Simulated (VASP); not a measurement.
Here is a VASP 6.6.1 calculation.

File INCAR:

```
SYSTEM = LaCuTe2
PREC = Accurate
ENCUT = 520
EDIFF = 1E-6
ISMEAR = -1
SIGMA = 0.02
LREAL = .False.
LASPH = .True.
NELM = 100
ALGO = Normal
ISIF = 2
LWAVE = .False.
LCHARG = .False.
GGA = PE
NBANDS = 25
```

File KPOINTS:

```
regular mesh
0
Gamma
  6 6 6
  0 0 0
```

Contents of POSCAR:

```
LaCuTe2
1.0
    2.3719208760      1.3694291563      6.7495388525
   -2.3719208760      1.3694291563      6.7495388525
    0.0000000000     -2.7388583125      6.7495388525
Cu La Te
1 1 2
Direct
    1.0000000000      0.0000000000      0.0000000000
    0.5000000000      0.5000000000      0.5000000000
    0.2575498395      0.2575498395      0.2575498395
    0.7424501605      0.7424501605      0.7424501605
```

Potentials or basis: VASP PAW PBE potentials, release 64 (Cu, La, Te).

Command:

```bash
$ cat potpaw_PBE.64/Cu/POTCAR potpaw_PBE.64/La/POTCAR potpaw_PBE.64/Te/POTCAR > POTCAR
$ mpirun -np 1 vasp_std > vasp.out
```

Question: Estimate the band gap on the k mesh.

Answer: 1.13 eV, indirect (least direct gap 1.38 eV).

Question: Estimate the pressure.

Answer: -4.3 GPa.

Forces in eV/Å, atoms in the order of the input:
```
Cu   0.000  0.000  0.000
La   0.000  0.000  0.000
Te   0.000  0.000  0.034
Te   0.000  0.000 -0.034
```

Caveat: spin-orbit coupling is left out, which moves the levels of the heavy elements. A k mesh can miss the band edges.
